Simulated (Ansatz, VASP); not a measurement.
# Cross-check of NiTe2 between VASP and Ansatz, part 2 of 2

Wanted: the spread between two codes on one cell, functional and k mesh. The structure shown is the start of the Ansatz relaxation below; VASP solves that cell, so the two are compared at the walk's first step.

VASP 6.6.1 and Ansatz 0.2.0.

So far. Step 4 (Comparison): The forces differ by 8.5 meV/Å r.m.s., which is 1.2 % of the r.m.s. force of 0.733 eV/Å (both taken over all components). With vacuum in the cell, a pressure given here is an average over mostly empty space and none of the material.

### Step 6. VASP: single point, PBEsol, start cell, pair 2

Level of this step: PBEsol, no spin polarisation; plane waves and PAW (Ni, Te) (VASP).

The same cell, functional, mesh and smearing now go to VASP, with its own data sets.

Input file INCAR:

```
SYSTEM = NiTe2
PREC = Accurate
ENCUT = 520
EDIFF = 1E-06
NELM = 120
ISMEAR = 0
SIGMA = 0.1
LREAL = .FALSE.
ALGO = Normal
GGA = PS
NBANDS = 17
LASPH = .TRUE.
LORBIT = 11
LWAVE = .FALSE.
LCHARG = .FALSE.
ISIF = 2
LDIPOL = .TRUE.
IDIPOL = 3
DIPOL = 0.5 0.5 0.329
LVHAR = .TRUE.
GGA_COMPAT = .FALSE.
NELMDL = -8
KPAR = 2
```

Input file POSCAR:

```
NiTe2
1.0
    3.5990570000      0.0000000000      0.0000000000
   -1.7995280000      3.1168750000      0.0000000000
    0.0000000000      0.0000000000     30.4240000000
Ni Te
1 2
Direct
    0.0000000000      0.0000000000      0.3286878780
    0.3333331338      0.6666664528      0.3767499014
    0.6666664280      0.3333332264      0.2806258546
```

Input file KPOINTS:

```
Automatic mesh
0
Gamma
15 15 1
0 0 0
```

Potentials, in the order of the species: Ni and Te (PBE family, release 64).

Run with:

```sh
mpirun -np 2 vasp_std
```

Numbers of over 12 decimals in the logs are rounded to 6 here.

The program printed:

```text
[banner, memory and clock lines left out]
running    2 mpi-ranks, on    1 nodes
[...]
[... a notice as in an earlier step ...]

 LDA part: xc-table for (Slater+PW92), standard interpolation
 POSCAR, INCAR and KPOINTS ok, starting setup
[...]
entering main loop
       N       E                     dE             d eps       ncg     rms          rms(c)
DAV:   1     0.138082411480E+03    0.13808E+03   -0.68106E+03   918   0.904E+02
DAV:   2    -0.111597633763E+01   -0.13920E+03   -0.13289E+03  1172   0.204E+02
DAV:   3    -0.144924949792E+02   -0.13377E+02   -0.13223E+02  1217   0.693E+01
DAV:   4    -0.149199261793E+02   -0.42743E+00   -0.42507E+00  1421   0.130E+01
[...]
DAV:  25    -0.135739043715E+02   -0.49281E-05   -0.11747E-07   837   0.284E-03    0.121E-03
DAV:  26    -0.135739059649E+02   -0.15934E-05   -0.56732E-08   915   0.138E-03    0.667E-04
DAV:  27    -0.135739065322E+02   -0.56731E-06   -0.74526E-09   961   0.745E-04
   1 F= -.13573907E+02 E0= -.13569147E+02  d E =-.951837E-02
```

OUTCAR, selected parts (step 6):

```text
  Total        0.2122112      0.2122112     -0.4962103      0.0000000     -0.0000000     -0.0000000
  in kB        0.9962181      0.9962182     -2.3294424      0.0000002     -0.0000000     -0.0000000
  external PRESSURE =      -0.1123354 kB  Pullay stress =       0.0000000 kB

 POSITION                                       TOTAL-FORCE (eV/Angst)
 -----------------------------------------------------------------------------------
      0.00000      0.00000     10.00000         0.000000      0.000000      0.000000
      0.00000      2.07792     11.46224        -0.000000      0.000000     -0.168025
      1.79953      1.03896      8.53776        -0.000000     -0.000000      0.168025
 -----------------------------------------------------------------------------------
    total drift:                                0.000246      0.000246      0.000268

  FREE ENERGIE OF THE ION-ELECTRON SYSTEM (eV)
  ---------------------------------------------------
  free  energy   TOTEN  =       -13.5739065322 eV

  energy  without entropy=      -13.5643881607  energy(sigma->0) =      -13.56914735

[... 3 further parts left out ...]
[key lines of the parts left out:]
E-fermi :  -2.0834
```

The run ends at a pressure of -0.01 GPa, with forces up to 0.17 eV/Å.

### Step 7. Differences

What differs besides the data sets and the points named for the pairs above, as far as they apply: the data sets hold 50 valence electrons in Ansatz (on its PAW soft_1 files) and 22 in VASP; the cutoff is 420 eV in Ansatz and 520 eV in VASP. Total energies have different zeros and are not compared.

Forces (eV/Å; atoms numbered as in POSCAR):

```csv
atom,"Ansatz x, y, z","VASP x, y, z"
Ni1,"0.000, 0.000, 0.000","0.000, 0.000, 0.000"
Te2,"0.000, 0.000, -0.187","0.000, 0.000, -0.168"
Te3,"0.000, 0.000, 0.187","0.000, 0.000, 0.168"
```

The forces differ by 8.9 meV/Å r.m.s., which is 11.2 % of the r.m.s. force of 0.079 eV/Å (both taken over all components). With vacuum in the cell, a pressure given here is an average over mostly empty space and none of the material.

### Step 8. Ansatz: relaxation, PBEsol

The two programs are compared at the cell with which this relaxation starts, whose forces are those of its first step.

The structure compared here is the start of the Ansatz relaxation; VASP solves that cell, so the two are compared at the walk's first step.

Input file input.yaml:

```yaml
crystal:
  lattice:
    - [3.677375954, 0.0, 0.0]
    - [-1.838687977, 3.1847009954, 0.0]
    - [0.0, 0.0, 30.424]
  atoms:
    - { symbol: Ni, position: [0.0, 0.0, 0.328687878] }
    - { symbol: Te, position: [0.3333333333, 0.6666666667, 0.374215523] }
    - { symbol: Te, position: [0.6666666667, 0.3333333333, 0.283160233] }
  periodic: [true, true, false]
kpoints:
  mp_grid: { grid: [18, 18, 1] }
hamiltonian:
  xc: pbesol
  pseudopotentials: { kind: paw, azcp: { folder: soft_1 }, xc_functional: pbe }
scf:
  occupations: { method: methfessel_paxton, width: 0.2 }
output:
  forces: true
  stress: true
  eigenvalues: true
relax:
  adjacent_minimum: "off"
  f_tol: 0.001
  max_steps: 60
  cell: { stress_2d_tol: 0.002 }
```

Run with:

```sh
ansatz run input.yaml --threads 8 --pin off --max-ram 16384MiB --backend cpu --events-out ev --progress --plain --runs-dir out
```

The program printed:

```text
[...]
Crystal: 3 atoms, lattice volume = 356.306 Å³
Basis set: ecut = 420 eV, 6965 PW (Γ), exchange–correlation on 50×50×432 points (8 copies of the dense FFT grid, shifted against one another)
Bands: 30, of which v1, the nominal top of the filled ones, is band 25 counted from 1 (24 counted from 0)
Symmetry: 12 space group operations
[...]
k-points: 37 of 324
[...]
° read free of the cell's end (the report's vacuum.weakly_bound_levels)
--- Relaxed structure (5 steps of the walk, 5 accepted, 1 SCFs on fresh bases) ---
[...]
cell:  # Å, volume = 360.9385 Å³
    - [3.701205, 0.0, 0]
    - [-1.850602, 3.205338, 0]
    - [0, 0, 30.424]
  atoms:
    - { symbol: Ni, position: [0, 0, 0.328688] }
    - { symbol: Te, position: [0.333333, 0.666667, 0.373528] }
    - { symbol: Te, position: [0.666667, 0.333333, 0.283848] }
[key lines of the parts left out:]
SCF converged after 10 iterations
Free energy (F): -19608.579886 eV
Fermi energy:    -4.508228 eV
P = ½ c Tr σ = 0.0010 N/m
```

### Step 9. VASP: single point, PBEsol, start cell, pair 3

The same cell, functional, mesh and smearing now go to VASP, with its own data sets.

INCAR, as its differences from that of step 6:

```diff
@@ -5,4 +5,4 @@
 NELM = 120
-ISMEAR = 0
-SIGMA = 0.1
+ISMEAR = 1
+SIGMA = 0.2
 LREAL = .FALSE.
```

Input file POSCAR:

```
NiTe2
1.0
    3.6773760000      0.0000000000      0.0000000000
   -1.8386880000      3.1847010000      0.0000000000
    0.0000000000      0.0000000000     30.4240000000
Ni Te
1 2
Direct
    0.0000000000      0.0000000000      0.3286878780
    0.3333333333      0.6666666667      0.3742155206
    0.6666666667      0.3333333333      0.2831602353
```

Input file KPOINTS:

```
Automatic mesh
0
Gamma
18 18 1
0 0 0
```

Run with:

```sh
mpirun -np 2 vasp_std
```

The program printed:

```text
[... set-up lines as in an earlier step ...]
 entering main loop
       N       E                     dE             d eps       ncg     rms          rms(c)
DAV:   1     0.137656043422E+03    0.13766E+03   -0.67648E+03  1258   0.904E+02
DAV:   2    -0.181913584781E+01   -0.13948E+03   -0.13441E+03  1711   0.202E+02
DAV:   3    -0.145519083173E+02   -0.12733E+02   -0.12617E+02  1558   0.670E+01
DAV:   4    -0.150065290439E+02   -0.45462E+00   -0.45229E+00  2031   0.134E+01
[...]
DAV:  25    -0.135899137813E+02   -0.39112E-05   -0.10001E-07  1166   0.326E-03    0.172E-03
DAV:  26    -0.135899163507E+02   -0.25694E-05   -0.87967E-08  1250   0.332E-03    0.138E-03
DAV:  27    -0.135899170192E+02   -0.66843E-06   -0.13626E-08  1336   0.885E-04
   1 F= -.13589917E+02 E0= -.13588245E+02  d E =-.501477E-02
```

Parts of OUTCAR (step 9):

```text
  Total        0.0976622      0.0976622     -0.0603329     -0.0000000      0.0000000      0.0000000
  in kB        0.4391511      0.4391511     -0.2712952     -0.0000000      0.0000000      0.0000000
  external PRESSURE =       0.2023357 kB  Pullay stress =       0.0000000 kB

 POSITION                                       TOTAL-FORCE (eV/Angst)
 -----------------------------------------------------------------------------------
      0.00000      0.00000     10.00000         0.000000      0.000000      0.000000
     -0.00000      2.12313     11.38513         0.000000     -0.000000     -0.020410
      1.83869      1.06157      8.61487        -0.000000      0.000000      0.020410
 -----------------------------------------------------------------------------------
    total drift:                               -0.000000      0.000000      0.000155

  FREE ENERGIE OF THE ION-ELECTRON SYSTEM (eV)
  ---------------------------------------------------
  free  energy   TOTEN  =       -13.5899170192 eV

  energy  without entropy=      -13.5849022480  energy(sigma->0) =      -13.58824543

[... 3 further parts left out ...]
[key lines of the parts left out:]
E-fermi :  -2.1261
```

The run ends at a pressure of 0.02 GPa, with forces up to 0.020 eV/Å.

### Step 10. Side by side

What differs besides the data sets and the points named for the pairs above, as far as they apply: the data sets hold 50 valence electrons in Ansatz (on its PAW soft_1 files) and 22 in VASP. Total energies have different zeros and are not compared.

At this near-relaxed geometry the largest component of a force difference is 20 meV/Å. With vacuum in the cell, a pressure given here is an average over mostly empty space and none of the material.

### Step 11. What came out

```yaml
r_m_s_force_difference_single_point_pbesol_start_cell_pair_1: 1.2 % of the r.m.s. force
r_m_s_force_difference_single_point_pbesol_start_cell_pair_2: 8.9 meV/Å
r_m_s_force_difference_single_point_pbesol_start_cell_pair_3: 9.3 meV/Å
```

**Reading.** The r.m.s. force difference is 9.3 meV/Å (single point, PBEsol, start cell, pair 3), within the 12 meV/Å picked in this series as the mark of a large difference. The data sets hold unlike numbers of valence electrons (50 in Ansatz and 22 in VASP), so part of the differences comes from the potentials. 3 further runs of this series are not shown here. How closely two codes agree says nothing of how well the functional describes the real material.

[Lines on the potential files, build, host, timing and source positions are cut from VASP's logs without a mark.]

[Logs are printed without paths, hosts, clocks, repeated set-up lines and the standing remarks that a program may print on its own settings, such as how far it seeks lower states.]

[Hosts, paths, dates, database ids (printed as entryN), source tags and the programs' standing remarks are cut or masked in the printed files.]
